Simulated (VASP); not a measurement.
These are PBEsol GGA, VASP's PBE PAW potentials (set 64) (plane waves; VASP) values and carry that method's errors.

VASP input:

File KPOINTS:
```
Automatic mesh
0
Gamma
6 6 6
0 0 0
```

POSCAR:
```
KI
1
    0.0000000000     3.5097278509     3.5097278509
    3.5097278509    -0.0000000000     3.5097278509
    3.5097278509     3.5097278509    -0.0000000000
K I
1 1
Direct
  0.0000000000   0.0000000000   0.0000000000
  0.5000000000   0.5000000000   0.5000000000
```

INCAR:
```
ALGO = Normal
EDIFF = 1E-6
EDIFFG = -0.01
ENCUT = 480
GGA = PS
IBRION = 2
ISIF = 3
ISMEAR = 0
LASPH = .TRUE.
LCHARG = .FALSE.
LMAXMIX = 4
LREAL = .FALSE.
LWAVE = .FALSE.
NELM = 100
NSW = 60
PREC = Accurate
SIGMA = 0.05
SYSTEM = KI
```

POTCAR, in this order: K_sv I (PBE.64 set). Program: vasp_std.

Problem. What will the output report for the number of irreducible k-points (NKPTS), largest plane-wave count, number of space-group operations, FFT grid (NGX, NGY, NGZ)?

Solution. 
```json
{
  "number of irreducible k-points (NKPTS)": "16",
  "largest_plane_wave_count": "2085",
  "number_of_space_group_operations": "48",
  "FFT grid (NGX, NGY, NGZ)": "36 × 36 × 36"
}
```

The compound is KI in the rock salt structure. It was relaxed first. The start is the result of an earlier pass.
